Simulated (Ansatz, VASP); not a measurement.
# Sb (Antimony): VASP beside Ansatz

Aim: how closely do two programs agree when they are given the same cell, functional and k mesh? The cell is taken from a series of runs on this material, whose earlier steps may have relaxed, scaled, displaced or heated it; both programs get it as it stands.

Calculated with Ansatz 0.2.0; plane waves, with VASP 6.6.1 beside it; PBE with D3(BJ).

### 1. Set-up

The structure is trigonal, space group R-3m (No. 166). The conventional cell has a = 4.303 Å, b = 4.303 Å, c = 10.925 Å, α = 90.00°, β = 90.00°, γ = 120.00°. Nearest to Sb lie 6 Sb at 2.93 to 3.24 Å.

### 2. VASP: zone-centre phonons, PBE with D3(BJ)

Second derivatives magnify differences that forces hide, and they need a tight electronic threshold.

Lines of VASP's logs that name or quote its potential files are left out, and so is its time.

INCAR reads:

```
SYSTEM = Sb
PREC = Accurate
ENCUT = 500
EDIFF = 1E-08
NELM = 120
ISMEAR = -1
SIGMA = 0.15
LREAL = .FALSE.
ALGO = Normal
GGA = PE
IVDW = 12
NBANDS = 11
LORBIT = 11
LWAVE = .FALSE.
LCHARG = .FALSE.
ISIF = 2
IBRION = 6
NFREE = 2
POTIM = 0.015
NSW = 1
LASPH = .TRUE.
GGA_COMPAT = .FALSE.
KPAR = 2
```

POSCAR reads:

```
Sb
1.0
    2.1512933959      1.2420498213      3.6415148752
   -2.1512933959      1.2420498213      3.6415148752
    0.0000000000     -2.4840996425      3.6415148752
Sb
2
Direct
    0.2380841708      0.2380841708      0.2380841708
    0.7619158292      0.7619158292      0.7619158292
```

KPOINTS reads:

```
Automatic mesh
0
Gamma
12 12 12
0 0 0
```

The projector-augmented-wave data sets are Sb (PBE family, release 64).

Command:

```console
> mpirun -np 2 vasp_std
```

Numbers of over 12 decimals in the logs are rounded to 6 here.

Log:

```text
[banner, memory and clock lines left out]
running    2 mpi-ranks, on    1 nodes
 distrk:  each k-point on    1 cores,    2 groups
 distr:  one band on    1 cores,    1 groups

 POSCAR found type information on POSCAR Sb
 POSCAR found :  1 types and       2 ions
 LDA part: xc-table for (Slater+PW92), standard interpolation
 POSCAR, INCAR and KPOINTS ok, starting setup
 FFT: planning ... GRIDC
 FFT: planning ... GRID_SOFT
 FFT: planning ... GRID
 WAVECAR not read
 entering main loop
       N       E                     dE             d eps       ncg     rms          rms(c)
DAV:   1     0.354993811555E+02    0.35499E+02   -0.35557E+03  4158   0.695E+02
DAV:   2    -0.640787383001E+01   -0.41907E+02   -0.40599E+02  5763   0.113E+02
DAV:   3    -0.822080317733E+01   -0.18129E+01   -0.17986E+01  4983   0.264E+01
DAV:   4    -0.823671047749E+01   -0.15907E-01   -0.15895E-01  4843   0.294E+00
DAV:   5    -0.823688925907E+01   -0.17878E-03   -0.17878E-03  4827   0.344E-01    0.304E+00
DAV:   6    -0.823771819398E+01   -0.82893E-03   -0.18164E-03  4749   0.322E-01    0.183E+00
DAV:   7    -0.823852628084E+01   -0.80809E-03   -0.44529E-03  4527   0.495E-01    0.831E-02
DAV:   8    -0.823864401829E+01   -0.11774E-03   -0.13041E-04  4824   0.762E-02    0.207E-02
DAV:   9    -0.823866360263E+01   -0.19584E-04   -0.27421E-05  4506   0.343E-02    0.355E-03
DAV:  10    -0.823866466408E+01   -0.10615E-05   -0.22222E-06  4917   0.883E-03    0.113E-03
DAV:  11    -0.823866481487E+01   -0.15079E-06   -0.26078E-07  4602   0.333E-03    0.847E-04
DAV:  12    -0.823866507606E+01   -0.26119E-06   -0.28192E-08  4740   0.100E-03    0.238E-04
DAV:  13    -0.823866505091E+01    0.25158E-07   -0.41250E-09  3126   0.425E-04    0.117E-04
DAV:  14    -0.823866505778E+01   -0.68785E-08   -0.28833E-10  2340   0.129E-04
   1 F= -.92177759E+01 E0= -.91966204E+01  d E =-.423111E-01
[...]
2 F= -.92176098E+01 E0= -.91964644E+01  d E =-.422907E-01
[...]
3 F= -.92176098E+01 E0= -.91964644E+01  d E =-.422907E-01
[...]
4 F= -.92179107E+01 E0= -.91956387E+01  d E =-.445442E-01
 Finite differences progress:
  Degree of freedom:   2/  2
  Displacement:        1/  2
  Total:               3/  4
 bond charge predicted
       N       E                     dE             d eps       ncg     rms          rms(c)
DAV:   1    -0.823721155295E+01    0.16174E-02   -0.23988E-01  4221   0.274E+00    0.102E-01
DAV:   2    -0.823772109626E+01   -0.50954E-03   -0.56508E-03  4783   0.560E-01    0.399E-02
DAV:   3    -0.823772088839E+01    0.20787E-06   -0.82197E-05  4708   0.704E-02    0.171E-02
DAV:   4    -0.823772409214E+01   -0.32038E-05   -0.87328E-06  4779   0.181E-02    0.482E-03
DAV:   5    -0.823772425620E+01   -0.16406E-06   -0.70187E-07  4623   0.513E-03    0.668E-04
DAV:   6    -0.823772423598E+01    0.20221E-07   -0.48677E-08  4713   0.141E-03    0.402E-04
DAV:   7    -0.823772421768E+01    0.18300E-07   -0.81156E-09  2574   0.508E-04    0.150E-04
DAV:   8    -0.823772420443E+01    0.13247E-07   -0.17845E-09  2358   0.278E-04    0.394E-05
DAV:   9    -0.823772420417E+01    0.26375E-09   -0.20291E-10  2259   0.103E-04
   5 F= -.92168658E+01 E0= -.91967474E+01  d E =-.402369E-01
 Finite differences progress:
  Degree of freedom:   2/  2
  Displacement:        2/  2
  Total:               4/  4
```

Parts of OUTCAR (step 2):

```text
ion  position               nearest neighbor table
   1  0.238  0.238  0.238-   2 2.93   2 2.93   2 2.93   2 3.24   2 3.24   2 3.24
   2  0.762  0.762  0.762-   1 2.93   1 2.93   1 2.93   1 3.24   1 3.24   1 3.24

  LATTYP: Found a trigonal (rhomboedric) cell.
 ALAT       =     4.4081040845
 COS(alpha) =     0.5236506219

 Subroutine GETGRP returns: Found 12 space group operations
 (whereof 12 operations were pure point group operations)

The static configuration has the point symmetry D_3d.

 Found    189 irreducible k-points:

   k-points           NKPTS =    189   k-points in BZ     NKDIM =    189   number of bands    NBANDS=     11

   dimension x,y,z NGX =    32 NGY =   32 NGZ =   32
   dimension x,y,z NGXF=    64 NGYF=   64 NGZF=   64

   ENCUT  =  500.0 eV  36.75 Ry    6.06 a.u.   8.04  8.04  8.04*2*pi/ulx,y,z

   NELECT =      10.0000    total number of electrons

 k-points in reciprocal lattice and weights: Automatic mesh
   0.00000000  0.00000000  0.00000000       0.001
   0.08333333  0.00000000  0.00000000       0.003
   0.16666667 -0.00000000  0.00000000       0.003
   0.25000000  0.00000000  0.00000000       0.003
   0.33333333  0.00000000  0.00000000       0.003
   0.41666667  0.00000000  0.00000000       0.003
   0.50000000  0.00000000  0.00000000       0.002
   0.08333333  0.08333333  0.00000000       0.003
   0.16666667  0.08333333  0.00000000       0.007
[...]
-0.41666667  0.50000000  0.41666667       0.003
   0.50000000  0.50000000  0.50000000       0.001

 Edisp (eV)   -0.97908

 average (electrostatic) potential at core
       1 -85.4843       2 -85.4843

 E-fermi :   7.5682

 k-point     1 :       0.0000    0.0000    0.0000
  band No.  band energies     occupation
      1      -5.2116      2.00000
      2       3.0892      2.00000
      3       5.6622      1.99999
      4       5.8060      1.99998
      5       5.8060      1.99998
      6      10.1382      0.00000
      7      10.5683      0.00000
      8      10.5683      0.00000
      9      12.5436      0.00000
     10      12.5436      0.00000
    ...

 k-point     2 :       0.0833    0.0000    0.0000
  band No.  band energies     occupation
      1      -5.1331      2.00000
      2       2.6730      2.00000
      3       5.6865      1.99999
      4       5.8010      1.99998
      5       6.0267      1.99993
      6      10.0164      0.00000
      7      10.3155      0.00000
      8      10.3388      0.00000
      9      12.2846      0.00000
     10      12.5887      0.00000
    ...

 k-point     3 :       0.1667   -0.0000    0.0000
  band No.  band energies     occupation
      1      -4.8984      2.00000
      2       1.7503      2.00000
      3       5.7161      1.99999
      4       5.7956      1.99999
      5       6.4341      1.99896
      6       9.5845      0.00000
      7       9.7074      0.00000
      8       9.7884      0.00000
      9      12.1887      0.00000
     10      12.7342      0.00000
    ...

 Edisp (eV)   -0.97914

  Total       0.32573     0.32573     0.33018     0.00000     0.00000     0.00000
  in kB       8.93919     8.93919     9.06140     0.00000     0.00000     0.00000
  external pressure =        8.98 kB  Pullay stress =        0.00 kB

  energy-cutoff  :      500.00
  volume of cell :       58.38
      direct lattice vectors                 reciprocal lattice vectors
     2.151293396  1.242049821  3.641514875     0.232418321  0.134186780  0.091536996
    -2.151293396  1.242049821  3.641514875    -0.232418321  0.134186780  0.091536996
     0.000000000 -2.484099642  3.641514875     0.000000000 -0.268373561  0.091536996

 POSITION                                       TOTAL-FORCE (eV/Angst)
 -----------------------------------------------------------------------------------
      0.00000      0.00000      2.58596         0.000000      0.000000      0.088639
      0.00000      0.00000      8.32358         0.000000     -0.000000     -0.088639
 -----------------------------------------------------------------------------------
    total drift:                                0.000000      0.000000      0.000000

  FREE ENERGIE OF THE ION-ELECTRON SYSTEM (eV)
  ---------------------------------------------------
  free  energy   TOTEN  =        -9.2168657930 eV

  energy  without entropy=       -9.1766289131  energy(sigma->0) =       -9.19674735

 Eigenvectors and eigenvalues of the dynamical matrix
 ----------------------------------------------------

   1 f  =    3.718928 THz    23.366711 2PiTHz  124.050072 cm-1    15.380242 meV
             X         Y         Z           dx          dy          dz
      0.000000  0.000000  2.600961     0.000000    0.000000    0.707107
      0.000000  0.000000  8.323583     0.000000   -0.000000   -0.707107

   2 f  =    2.436188 THz    15.307022 2PiTHz   81.262494 cm-1    10.075261 meV
             X         Y         Z           dx          dy          dz
      0.000000  0.000000  2.600961     0.000000    0.707107   -0.000000
      0.000000  0.000000  8.323583     0.000000   -0.707107    0.000000

   3 f  =    2.436188 THz    15.307022 2PiTHz   81.262494 cm-1    10.075261 meV
             X         Y         Z           dx          dy          dz
      0.000000  0.000000  2.600961    -0.707107    0.000000    0.000000
      0.000000  0.000000  8.323583     0.707107    0.000000    0.000000

   4 f  =    0.000000 THz     0.000000 2PiTHz    0.000001 cm-1     0.000000 meV
             X         Y         Z           dx          dy          dz
      0.000000  0.000000  2.600961    -0.085672    0.420762   -0.561800
      0.000000  0.000000  8.323583    -0.085672    0.420762   -0.561800

   5 f  =    0.000000 THz     0.000000 2PiTHz    0.000001 cm-1     0.000000 meV
             X         Y         Z           dx          dy          dz
      0.000000  0.000000  2.600961     0.700159    0.011423   -0.098215
      0.000000  0.000000  8.323583     0.700159    0.011423   -0.098215

   6 f/i=    0.000000 THz     0.000000 2PiTHz    0.000001 cm-1     0.000000 meV
             X         Y         Z           dx          dy          dz
      0.000000  0.000000  2.600961    -0.049367   -0.568180   -0.418012
      0.000000  0.000000  8.323583    -0.049367   -0.568180   -0.418012

 ELASTIC MODULI CONTR FROM IONIC RELAXATION (kBar)
 Direction    XX          YY          ZZ          XY          YZ          ZX
 --------------------------------------------------------------------------------
 XX        -148.3900    -93.2858   -160.2560      0.0000     70.6419     -0.0000
 YY         -93.2858   -148.3900   -160.2560     -0.0000    -70.6419      0.0000
 ZZ        -160.2560   -160.2560   -212.5325     -0.0000     -0.0000      0.0000
 XY           0.0000     -0.0000     -0.0000    -27.5521     -0.0000     70.6419
 YZ          70.6419    -70.6419     -0.0000     -0.0000   -181.1213      0.0000
 ZX          -0.0000      0.0000      0.0000     70.6419      0.0000   -181.1213
 --------------------------------------------------------------------------------

 total charge
# of ion       s       p       d       tot
------------------------------------------
    1        1.212   1.153   0.039   2.404
    2        1.212   1.153   0.039   2.404
--------------------------------------------------
tot          2.424   2.306   0.078   4.807

[... 3 further parts left out ...]
```

The last energy, forces, stress and levels in OUTCAR belong to the last displaced cell, not to the cell of POSCAR.

Levels, forces or a CONTCAR printed for this step are those of its last displaced cell, not of the structure at rest.

### 3. Ansatz: zone-centre phonons, PBE with D3(BJ)

Ansatz runs on its default PAW (the set named soft_2) files.

The same cell, functional, mesh and smearing now go to Ansatz, which takes its cutoff from its data sets.

input.yaml reads:

```yaml
crystal:
  lattice:
    - [2.1512933959, 1.2420498213, 3.6415148752]
    - [-2.1512933959, 1.2420498213, 3.6415148752]
    - [0.0, -2.4840996425, 3.6415148752]
  atoms:
    - { symbol: Sb, position: [0.2380841708, 0.2380841708, 0.2380841708] }
    - { symbol: Sb, position: [0.7619158292, 0.7619158292, 0.7619158292] }
kpoints:
  mp_grid: { grid: [12, 12, 12] }
hamiltonian:
  xc: pbe
  dispersion: d3bj
scf:
  occupations: { method: fermi_dirac, width: 0.15 }
output:
  eigenvalues: true
phonons:
  method: dfpt
```

Command:

```console
> ansatz run input.yaml --threads 8 --pin off --max-ram 14336MiB --backend cpu --events-out ev --progress --plain --runs-dir out
```

Log:

```text
Engine: ansatz 0.2.0, aarch64-unknown-linux-gnu
Pseudopotentials: kind: paw
Pseudopotential: Sb, paw, valence charge 15, recommended cutoff 420 eV (normal), Sb.paw.azcp
Functional definition: PBE
  parameter kappa = 0.804
  parameter beta = 0.066725
  exchange = pbe_x(kappa = kappa, mu = beta*pi^2/3)
  correlation = pbe_c(beta = beta)
Crystal: 2 atoms, lattice volume = 58.381 Å³
Basis set: ecut = 420 eV, 1147 PW (Γ), exchange–correlation on 60×60×60 points (8 copies of the dense FFT grid, shifted against one another)
Bands: 19, of which v1, the nominal top of the filled ones, is band 15 counted from 1 (14 counted from 0)
Symmetry: 12 space group operations
k-points: 476 of 1728 (irreducible under 2 space group operations, time reversal used)
Non-local potential: Sb, projectors of the file, l = 0: 2, l = 1: 2, l = 2: 2, l = 3: 2
PAW form: soft (Blöchl's): semilocal exchange-correlation on the pseudo side does not see the compensation charge
PAW one-centre angular grid: Sb, 590 points (default); XC on 64 Gauss nodes
Initial density: superposition of atomic densities (neutral atoms: chi_scale 0, normalization atom), corrected by the library's trained network
Initial wavefunctions: pseudopotential atomic-orbital guess
Functional: x = pbe(κ = 0.804, μ = 0.219515), c = pbe(β = 0.066725)
SCF iter   1: F=—  HF=-12969.919513 eV  |F-HF|=—  |Δ(HF+E_count)|=         —  Δρ=1.73e-3  dr2=1.83e-3  ethr=1.77e-3  ⟨swp⟩=5.9  Hψ=44841  notcnv=0
preconditioner: auto → Kerker (q_TF=auto, 2.442 Å⁻¹)  [metal: Δε(μ)=0.011 eV  Ē_g=8.780 eV  σ=0.150 eV  W_gap=0.02  n_scr=14 (ndim 8)  ℏωp=15.4 eV  f_vac=0.001  D(μ)=0.51/eV (n_scr^D=0)]
SCF iter   2: F=—  HF=-12969.918200 eV  |F-HF|=—  |Δ(HF+E_count)|=   1.31e-3  Δρ=9.63e-4  dr2=4.73e-4  ethr=6.11e-6  ⟨swp⟩=2.0  Hψ=19573  notcnv=0
SCF iter   3: F=—  HF=-12969.918193 eV  |F-HF|=—  |Δ(HF+E_count)|=   6.69e-6  Δρ=3.74e-4  dr2=6.52e-5  ethr=1.58e-6  ⟨swp⟩=2.0  Hψ=15654  notcnv=0
SCF iter   4: F=—  HF=-12969.918208 eV  |F-HF|=—  |Δ(HF+E_count)|=   1.51e-5  Δρ=1.37e-4  dr2=8.03e-6  ethr=2.17e-7  ⟨swp⟩=3.0  Hψ=16107  notcnv=0
SCF iter   5: F=—  HF=-12969.918207 eV  |F-HF|=—  |Δ(HF+E_count)|=   1.12e-6  Δρ=2.68e-5  dr2=5.60e-7  ethr=2.68e-8  ⟨swp⟩=2.0  Hψ=16192  notcnv=0
SCF iter   6: F=—  HF=-12969.918207 eV  |F-HF|=—  |Δ(HF+E_count)|=   4.96e-7  Δρ=1.01e-5  dr2=5.53e-8  ethr=1.87e-9  ⟨swp⟩=2.0  Hψ=15761  notcnv=0
SCF iter   7: F=—  HF=-12969.918207 eV  |F-HF|=—  |Δ(HF+E_count)|=   1.68e-8  Δρ=2.48e-6  dr2=4.45e-9  ethr=1.84e-10  ⟨swp⟩=3.0  Hψ=17629  notcnv=0
SCF iter   8: F=—  HF=-12969.918207 eV  |F-HF|=—  |Δ(HF+E_count)|=   1.49e-9  Δρ=6.69e-7  dr2=3.57e-10  ethr=1.48e-11  ⟨swp⟩=3.0  Hψ=17228  notcnv=0
SCF iter   9: F=—  HF=-12969.918207 eV  |F-HF|=—  |Δ(HF+E_count)|=  9.64e-11  Δρ=2.11e-7  dr2=3.89e-11  ethr=1.19e-12  ⟨swp⟩=2.0  Hψ=16201  notcnv=0
SCF iter  10: F=-12969.918207 eV  HF=-12969.918207 eV  |F-HF|=1.82e-12  |Δ(HF+E_count)|=  1.46e-11  Δρ=5.18e-8  dr2=2.17e-12  ethr=1.00e-12  ⟨swp⟩=5.9  Hψ=36552  notcnv=0
SCF 1 converged in 10 iterations: F = -12969.918207 eV  dr2 = 2.17e-12
  greatest PAW one-centre occupation: 0.996 electrons in one spin orbital (limit 2), on the Sb atom at site 1 (counted from 0), in its partial waves of l = 2
DFPT response loops at Γ: preconditioner auto → Kerker (q_TF=auto, 2.442 Å⁻¹) (partly filled bands, converged f_vac=0.000); β = 1.00, the filter's whole step (`scf.mixing.beta` (0.50) is not read by the response loops under this deck's `scf.mixing.preconditioner`; to damp them name `kerker` or `kerker_dos`, under which they read `scf.mixing.beta`, and type it under 1.00, their step now; both keys bind the ground state too); Broyden in place of MSR1
SCF converged after 10 iterations
Free energy (F): -12969.918207 eV
Harris-Foulkes:  -12969.918207 eV  (|F-HF|=1.82e-12)
Internal energy: -12969.876143 eV  (E = F + TS)
E sigma→0 (E₀):  -12969.897175 eV
Entropy (-TS):   -0.042065 eV (-21.032 meV/atom)
Fermi energy:    10.453694 eV
--- Per-component energies (eV) ---
  E_band       = -324.608497
  E_kinetic    = 414.631763
  E_local      = -3123.509883  (includes V_loc(G=0)·N_el)
  E_nonlocal   = 724.517589
  E_hartree    = 1420.807088
  E_xc         = -277.300565
  E_vxc        = -193.065150  (∫ρ·V_xc dr)
  E_paw        = -9150.693996  (= ΣΔE_a)
  E_vpaw       = -988.796983  (= ΣTr[D̂ρ^β])
  E_aug_tail   = -0.000003  (compensation charges beyond the density's cutoff)
  E_ewald      = -2977.348750
  E_disp       = -0.979385  (pairwise vdW)
  E_smearing   = -0.042065  (= −TS)
  E_closure    = -0.000000  (closes the sum)
  Σ components = -12969.918207   (vs F -12969.918207, Δ=0.00e0)
--- Band table (eV; the first three rows and the last of 476) ---
  k-point 0: bands = [... 11 lower, 5.9603, 8.5414, 8.7193, 8.7193, 13.1132, 13.4851, 13.4851, 15.4830]
  k-point 1: bands = [... 11 lower, 5.5504, 8.5700, 8.7160, 8.9325, 12.9734, 13.2205, 13.2479, 15.2202]
  k-point 2: bands = [... 11 lower, 4.6369, 8.6057, 8.7156, 9.3335, 12.5047, 12.5939, 12.6862, 15.1330]
  k-point 475: bands = [... 11 lower, 1.1900, 9.3573, 9.3573, 10.2391, 10.3924, 10.3924, 11.4049, 18.1423]
--- Phonons (Γ-DFPT): 2 representative perturbations + reference, on 476 of 1728 k-points (Σ response iterations 6) ---
  k mesh reduced under 2 symmetry operations, with k and −k counted as one. Each operation leaves every solved perturbation unchanged. A smaller set is not used because it would not reduce the number of displacements times k-points to solve
  ASR residual: 4.586e-5 → 0.000e0 eV/Å²; symmetrization residual: 1.685e-5 eV/Å²
  pairwise dispersion correction: d3bj (s6 = 1.0, s8 = 0.7875, a1 = 0.4289, a2_bohr = 4.4407), with the weights of each atom's references fixed at the reference crystal's, and the forces and stress that the weights' published response gives there kept as a pressure on the atom's counted neighbours (hamiltonian.dispersion)
  ASR residual per site (eV/Å²): 4.59e-5 4.59e-5
  Γ frequencies (cm⁻¹): 0.00 0.00 0.00 78.03 78.03 121.52
  non-analytic LO–TO correction: not included (Born effective charges unavailable; polar crystals: no LO–TO splitting at Γ)
```

### 4. Differences

Known differences besides the potentials themselves: the data sets hold 30 valence electrons in Ansatz (on its default PAW (the set named soft_2) files) and 10 in VASP; the cutoff is 420 eV in Ansatz and 500 eV in VASP; Ansatz takes the dispersion share of the force constants at frozen C6 weights, VASP differentiates the full forces; VASP uses finite displacements, Ansatz perturbation theory. Total energies have different zeros and are not compared.

Both answers:

| quantity | Ansatz | VASP | difference |
| --- | --- | --- | --- |
| optical mode 1 to 2 (cm⁻¹) | 78.0 | 81.3 | -3.98 % |
| optical mode 3 (cm⁻¹) | 121.5 | 124.1 | -2.04 % |

Modes are paired by rising frequency, not by their patterns, so a pair may set unlike modes beside each other; they are those without the splitting of longitudinal modes.

### 5. What came out

```
r.m.s. difference of the optical zone-centre modes, each program's sorted by frequency (zone-centre phonons, PBE with D3(BJ)) : 3.0 cm⁻¹
difference in optical mode 1 to 2 (zone-centre phonons, PBE with D3(BJ))                                                      : -4.0 %
```

**Reading.** The r.m.s. difference of the optical zone-centre modes, each program's sorted by frequency is 3.0 cm⁻¹ (zone-centre phonons, PBE with D3(BJ)). The data sets hold unlike numbers of valence electrons (30 in Ansatz and 10 in VASP), so part of the differences may come from the potentials. Among the rows given in per cent, the largest difference of the zone-centre phonons, PBE with D3(BJ) pair is in optical mode 1 to 2, -4.0 %. How closely two codes agree says nothing of how well the functional describes the real material.

[Lines on the potential files, build, host, timing and source positions are cut from VASP's logs without a mark.]

[Logs are printed without paths, hosts, clocks, repeated set-up lines and the standing remarks that a program may print on its own settings, such as how far it seeks lower states.]

[Hosts, paths, dates, database ids (printed as entryN), source tags and the programs' standing remarks are cut or masked in the printed files.]
